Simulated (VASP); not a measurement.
Runs of VASP 6.6.1 on SCdClH. The cell holds a molecule in a box, 4 atoms: a = 14.000 Å, b = 12.000 Å, c = 12.000 Å, α = 90.00°, β = 90.00°, γ = 90.00°. 

| task | level | potentials or basis | cell | cutoff (eV) | grid for exact exchange (PRECFOCK) | exchange at q = 0 | gap on the mesh (eV) | largest force (eV/Å) |
| --- | --- | --- | --- | --- | --- | --- | --- | --- |
| single point | PBE | VASP PAW PBE potentials, release 64 (S, Cd, Cl, H) | as given | 520 | - | - | 3.78 | 0.30 |
| single point | PBE | VASP PAW PBE potentials, release 64 (S, Cd, Cl, H) | atoms moved at random, drawn with an rms of 0.05 Å | 520 | - | - | 3.70 | 0.28 |
| single point | B3LYP+TS | VASP PAW PBE potentials, release 64 (S, Cd, Cl, H) | as given | 520 | Normal | default | 5.26 | (b) |
| relaxation of the atoms | PBE | VASP PAW PBE potentials, release 64 (S, Cd, Cl, H) | atoms relaxed from: atoms moved at random, drawn with an rms of 0.02 Å | 520 | - | - | 3.69 | 0.01 |
| atomic charges | PBE+TS | VASP PAW PBE potentials, release 64 (S, Cd, Cl, H) | as given | 520 | - | - | 3.78 | (a) |
| electron localisation function | PBE | VASP PAW PBE potentials, release 64 (S, Cd, Cl, H) | as given | 520 | - | - | 3.78 | 0.30 |
| single point | SCAN+D4 | VASP PAW PBE potentials, release 64 (S, Cd, Cl, H_s) | as given | 400 | - | - | 4.25 | 0.10 |

Alike in all rows: no spin polarisation; k mesh 1 × 1 × 1; smearing gaussian 0.01 eV.

Fill in the values left out.

(a) 0.29; (b) 0.39.

Caveats: the PAW data sets were made with another functional, which shifts forces and pressure a little (some runs).

A k mesh can miss the band edges, and the runs leave out spin-orbit coupling on Cd.
